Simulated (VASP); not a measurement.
Calculation: PBE GGA with D3 dispersion (Becke-Johnson damping), VASP's PBE PAW potentials (set 64) (plane waves; VASP).

VASP ran on this input.

File KPOINTS:
```
Automatic mesh
0
Gamma
7 7 7
0 0 0
```

**POSCAR**
```
Li2Se
4.1024390
  0.0000000000   0.7071067638   0.7071067638
  0.7071067638   0.0000000000   0.7071067638
  0.7071067638   0.7071067638   0.0000000000
Li Se
2 1
Cartesian
  0.3535533819   0.3535533819   0.3535533819
  1.0606601457   1.0606601457   1.0606601457
  0.0000000000   0.0000000000   0.0000000000
```

**INCAR**
```
ISMEAR = 0   ! Gaussian
IVDW = 12   ! D3, Becke-Johnson
LWAVE = F
ENCUT = 520   ! plane-wave cut-off (eV)
SIGMA = 0.05   ! width (eV)
LASPH = T   ! aspherical one-centre terms
SYSTEM = Li2Se
LREAL = F   ! projection in real space or not
ALGO = Normal   ! blocked Davidson
LCHARG = F
EDIFF = 1E-7
ISIF = 2
LMAXMIX = 4   ! l cut-off of mixed one-centre charges
NELM = 100
PREC = Accurate
GGA = PE   ! PBE
```

POTCAR, in this order: Li_sv Se (PBE.64 set). Program: vasp_std.

Q: Estimate the energy per atom (σ→0), dispersion energy, pressure.

A: 
```
Quantity                       Result
---------------------  --------------
energy per atom (σ→0)  -3.981 eV/atom
dispersion energy           -0.877 eV
pressure                     1.17 GPa
```

**OSZICAR**
```
...
DAV:   9    -0.110646552759E+02   -0.67576E-04   -0.10083E-03   552   0.188E-01    0.922E-02
DAV:  10    -0.110649064322E+02   -0.25116E-03   -0.46063E-04   442   0.139E-01    0.326E-02
DAV:  11    -0.110649102538E+02   -0.38217E-05   -0.17762E-05   550   0.329E-02    0.821E-03
DAV:  12    -0.110649146683E+02   -0.44144E-05   -0.50806E-06   446   0.167E-02    0.162E-03
DAV:  13    -0.110649145335E+02    0.13480E-06   -0.98567E-08   610   0.337E-03    0.934E-04
DAV:  14    -0.110649143284E+02    0.20504E-06   -0.26746E-08   296   0.181E-03    0.248E-04
DAV:  15    -0.110649143498E+02   -0.21412E-07   -0.10699E-08   214   0.101E-03
   1 F= -.11941908E+02 E0= -.11941908E+02  d E =-.879223E-24
```

The compound is Li2Se in the antifluorite structure. This cell is one point of a volume scan, at 0.97 of the reference volume.
